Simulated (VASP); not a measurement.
The system is ZrAl3B3N.

```xyz
8
Lattice="3.1000 0.0000 0.0000 -1.5500 2.6847 0.0000 0.0000 0.0000 11.2000" Properties=species:S:1:pos:R:3 pbc="T T T"
Zr    0.0000    1.7898    0.0000
Al    0.0000    1.7898    3.4720
Al    1.5500    0.8949    5.9360
Al    0.0000    0.0000    8.4000
B     1.5500    0.8949    1.7360
B     0.0000    0.0000    1.7360
B     1.5500    0.8949    9.7440
N     0.0000    0.0000    4.7040
```

The cell was built by a generator and needn't be a form met in nature.

```yaml
Program: VASP 6.6.1
Task: relaxation of cell and atoms
Functional: PBE
Potentials_or_basis: VASP PAW PBE potentials, release 64 (Zr_sv, Al, B, N)
Cutoff: 520 eV
k_mesh: 5 × 5 × 2
Occupations: gaussian, width 0.15 eV
Spin: no spin polarisation
```

At the start: pressure -2.0 GPa; volume 11.65 Å³/atom.

**Question.** Where does the relaxation end?

**Answer.** Over 10 steps the energy falls by 56.1 meV/atom and the volume is 11.22 Å³/atom (-3.7 %); space group P3m1 (No. 156, to 0.05 Å).

Step by step:
| step | energy change (eV) | largest force (eV/Å) | pressure (GPa) | volume (Å³) |
| --- | --- | --- | --- | --- |
| 1 | 0.0000 | 2.4590 | -1.99 | 93.21 |
| 2 | -0.3296 | 0.8832 | -0.15 | 91.27 |
| 3 | -0.3647 | 0.7422 | 1.12 | 90.39 |
| 4 | -0.4104 | 0.3998 | -1.04 | 91.21 |
| 5 | -0.4144 | 0.2595 | -1.97 | 91.57 |
| 6 | -0.4346 | 0.2971 | 0.40 | 89.83 |
| 7 | -0.4347 | 0.2946 | 0.41 | 89.86 |
| 8 | -0.4452 | 0.1599 | 0.21 | 89.72 |
| 9 | -0.4467 | 0.1203 | 0.12 | 89.64 |
| 10 | -0.4488 | 0.0726 | -0.06 | 89.76 |

Final structure:
```
Zr Al B N
1.0
     3.08684    0.00000    0.00000
    -1.54342    2.67328    0.00000
     0.00000    0.00000   10.87789
Zr Al B N
1 3 3 1
Direct
  0.33333 0.66667 0.99345
  0.33333 0.66667 0.31426
  0.66667 0.33333 0.53512
  0.00000 0.00000 0.74348
  0.66667 0.33333 0.17031
  0.00000 0.00000 0.15976
  0.66667 0.33333 0.84991
  0.00000 0.00000 0.42370
```

Caveat: the k mesh is coarse (spacing up to 0.47 Å⁻¹), so the values aren't converged; the relaxation stopped at a loose force limit of 0.08 eV/Å, so its end isn't a converged minimum.
